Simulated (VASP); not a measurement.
Calculation: PBEsol GGA, VASP's PBE PAW potentials (set 64) (plane waves; VASP).

A VASP calculation is set up with these files.

### POSCAR
```
SiC
1
    0.0000000000     2.1796779653     2.1796779653
    2.1796779653     0.0000000000     2.1796779653
    2.1796779653     2.1796779653     0.0000000000
Si C
1 1
Direct
  0.0000000000   0.0000000000   0.0000000000
  0.2500000000   0.2500000000   0.2500000000
```

KPOINTS:
```
k-points along high-symmetry lines
15
Line-mode
Reciprocal
  0.000000   0.000000   0.000000 ! GAMMA
 -0.500000  -0.500000   0.000000 ! X

 -0.500000  -0.500000   0.000000 ! X
 -0.375000  -0.375000   0.250000 ! U

 -0.375000  -0.000000   0.375000 ! K
  0.000000   0.000000   0.000000 ! GAMMA

  0.000000   0.000000   0.000000 ! GAMMA
 -0.000000  -0.000000   0.500000 ! L

 -0.000000  -0.000000   0.500000 ! L
 -0.500000  -0.250000   0.250000 ! W

 -0.500000  -0.250000   0.250000 ! W
 -0.500000  -0.500000   0.000000 ! X
```

**INCAR**
```
ALGO  =  Normal
EDIFF  =  1E-7
ENCUT  =  520
GGA  =  PS
ICHARG  =  11
ISMEAR  =  0
LASPH  =  .TRUE.
LCHARG  =  .FALSE.
LORBIT  =  11
LREAL  =  .FALSE.
LWAVE  =  .FALSE.
NELM  =  100
PREC  =  Accurate
SIGMA  =  0.05
SYSTEM  =  SiC
```

POTCAR, in this order: Si C (PBE.64 set). Program: vasp_std. Read from the step before: CHGCAR.

The run wrote:

File OSZICAR:
```
       N       E                     dE             d eps       ncg     rms          rms(c)
DAV:   1     0.628269050191E+01    0.62827E+01   -0.40638E+03  1488   0.834E+02
DAV:   2    -0.140380938501E+02   -0.20321E+02   -0.18946E+02  2184   0.101E+02
DAV:   3    -0.143274805929E+02   -0.28939E+00   -0.28939E+00  1584   0.154E+01
DAV:   4    -0.143284113189E+02   -0.93073E-03   -0.93073E-03  2392   0.928E-01
DAV:   5    -0.143284117956E+02   -0.47665E-06   -0.47665E-06  1640   0.147E-02
DAV:   6    -0.143284117988E+02   -0.32260E-08   -0.32260E-08  2296   0.757E-04
   1 F= -.14328412E+02 E0= -.14328412E+02  d E =-.234319E-14
```

### OUTCAR
```
 val. band max:        8.0459755024   @ k =   0.0000   0.0000   0.0000

 cond. band min:       9.2807494058   @ k =  -0.5000  -0.5000   0.0000



 k-point     1 :       0.0000    0.0000    0.0000
  band No.  band energies     occupation
      1      -7.3708      2.00000
      2       8.0460      2.00000
      3       8.0460      2.00000
      4       8.0460      2.00000
      5      14.2224      0.00000
      6      15.2821      0.00000
      7      15.2821      0.00000
      8      15.2821      0.00000

 k-point     2 :      -0.0357   -0.0357    0.0000
  band No.  band energies     occupation
      1      -7.3374      2.00000
      2       7.9383      2.00000
      3       7.9783      2.00000
      4       7.9783      2.00000
      5      14.3178      0.00000
      6      15.1930      0.00000
      7      15.3798      0.00000
      8      15.3798      0.00000

 k-point     3 :      -0.0714   -0.0714    0.0000
  band No.  band energies     occupation
      1      -7.2372      2.00000
      2       7.6375      2.00000
      3       7.7878      2.00000
      4       7.7878      2.00000
      5      14.5214      0.00000
      6      14.9898      0.00000
      7      15.6591      0.00000
      8      15.6591      0.00000

 k-point     4 :      -0.1071   -0.1071    0.0000
  band No.  band energies     occupation
      1      -7.0709      2.00000
      2       7.1927      2.00000
      3       7.5058      2.00000
      4       7.5058      2.00000
      5      14.3642      0.00000
      6      15.0828      0.00000
      7      16.0864      0.00000
      8      16.0864      0.00000

 k-point     5 :      -0.1429   -0.1429    0.0000
  band No.  band energies     occupation
      1      -6.8391      2.00000
      2       6.6508      2.00000
      3       7.1680      2.00000
      4       7.1680      2.00000
      5      13.8765      0.00000
      6      15.3152      0.00000
      7      16.6224      0.00000
      8      16.6224      0.00000
...
```

The density is held fixed in this step, so its total energy and stress have no physical meaning.

The structure was generated: SiC was put into the zinc blende type (F-43m), which need not be its known phase. It was relaxed first.
